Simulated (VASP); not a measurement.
A run of VASP 6.6.1:

Contents of INCAR:

```
SYSTEM = CsLiZnSe3
  PREC = Accurate
  ENCUT = 520
  EDIFF = 1E-7
  ISMEAR = -1
  SIGMA = 0.1
  LREAL = .False.
  LASPH = .True.
  NELM = 100
  ALGO = Fast
  ISIF = 2
  LWAVE = .False.
  LCHARG = .True.
  GGA = PE
  LELF = .True.
  LVHAR = .True.
  NBANDS = 54
```

Contents of KPOINTS:

```
regular mesh
0
Gamma
  3 2 2
  0 0 0
```

Contents of POSCAR:

```
CsLiZnSe3
1.0
    5.9047170000     -0.2055260000     -0.3595730000
   -0.3264690000      7.0192250000      0.9461310000
   -1.0446320000     -0.1782630000      7.9159210000
Li Cs Se Zn
2 2 6 2
Direct
    0.5883400308      0.7809429350      0.1389912645
    0.6205298865      0.1790880005      0.7627266725
    0.1275284685      0.7694863906      0.3784615670
    0.1013270783      0.9234798950      0.8628532959
    0.8824674576      0.1776505999      0.1262714385
    0.5958924667      0.4456547401      0.0112670499
    0.8623523408      0.4791794261      0.6683629244
    0.4890910912      0.4313857141      0.3585065533
    0.3059158679      0.4427278890      0.7137544079
    0.4432703878      0.1227368706      0.1905842548
    0.6788242754      0.9945315928      0.5040641147
    0.0257029976      0.2617200163      0.4491231890
```

Potentials or basis: VASP PAW PBE potentials, release 64 (Li_sv, Cs_sv, Se, Zn).

The run is started by

```console
$ cat potpaw_PBE.64/Li_sv/POTCAR potpaw_PBE.64/Cs_sv/POTCAR potpaw_PBE.64/Se/POTCAR potpaw_PBE.64/Zn/POTCAR > POTCAR
$ mpirun -np 1 vasp_std > vasp.out
```

Hardware: 1 thread of AMD EPYC 9R45 96-Core Processor (Zen 5), with other jobs on the host.

How long does it take, and how much memory?

Wall time 4.5 min on 1 thread of AMD EPYC 9R45 96-Core Processor (Zen 5) (shared host), peak memory 0.43 GiB. Counts: scf iterations 29, k points 8.
